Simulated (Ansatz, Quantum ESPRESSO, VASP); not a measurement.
**One structure in several programs: LaAlNi4 (P1, 6 atoms in the cell)**

Self-consistent single point.

```
CELL_PARAMETERS angstrom
      2.57526    -4.22438     0.00000
      2.57526     4.22438     0.00000
      0.00000     0.00000     4.02643
ATOMIC_POSITIONS crystal
  La 0.49993 0.50158 0.99570
  Al 0.00249 0.99950 0.50982
  Ni 0.17181 0.84093 0.00498
  Ni 0.82534 0.17094 0.99578
  Ni 0.00337 0.49930 0.50045
  Ni 0.49706 0.98776 0.49328
```

All programs got the same cell, k-point mesh and kind of occupations (in Ansatz's words: kpoints.mp_grid.grid = 4 4 4; scf.occupations.method = gaussian; scf.occupations.width = 0.2 eV); potentials, basis and cutoffs are each program's usual ones.

| code | model | pressure (GPa) | largest force (eV/Å) | cutoff |
|---|---|---|---|---|
| Quantum ESPRESSO | PBEsol, GBRV 1.5 ultrasoft (PBESOL) pseudopotentials | -2.02 | 0.419 | 50 Ry |
| VASP | PBEsol, VASP's PBE PAW potentials (set 64) | -2.25 | 0.419 | 300 eV |
| Ansatz | PBEsol, default PAW files made with PBE | -2.16 | 0.417 | default |

Size of the force on each atom (eV/Å): Sizes of forces hide their directions.

```tsv
code	La1	Al2	Ni3	Ni4	Ni5	Ni6
Quantum ESPRESSO	0.121	0.419	0.307	0.256	0.086	0.318
VASP	0.121	0.419	0.306	0.250	0.085	0.311
Ansatz	0.120	0.417	0.311	0.248	0.085	0.316
```

The spread over the programs that give each value: pressure within 0.23 GPa; largest force within 0.002 eV/Å.

The starting cell comes from a database of computed structures (which also holds hypothetical and non-ambient phases and stackings), without a prior relaxation at this level. Its atoms were displaced at random from the sites of space group no. 65. On Ansatz's run: Spin polarisation is off. Without a gap this mesh is coarse (it stands for a supercell whose shortest vector is 16 Å).

### Question
Why do the programs differ, and what cannot be compared?

### Answer
Differences of this kind can come from the potentials, where these differ, and from what each basis and cutoff leave unconverged. The valence holds different numbers of electrons (Quantum ESPRESSO 86, VASP 54, Ansatz (a quantum-chemistry and plane-wave program) 86). The zero of total energies and Fermi levels follows the potentials and each program's conventions, so they are not compared here. Ansatz's pressure is given at a fixed set of plane waves, as the other plane-wave codes print theirs; with its correction for the finite basis it is -2.12 GPa.

The shared mesh is coarse (it stands for a supercell whose shortest vector is 16 Å), so the values are not converged in it.

VASP's run is marked for a possible Pulay error in its stress at this cutoff; no cutoff test was made.

Left out of this page: ABINIT (stopped by limits of time or memory); CP2K, FLEUR and SIESTA (not drawn, or without a comparable value); Elk (failed or unconverged).

Keys are those of Ansatz 0.2.
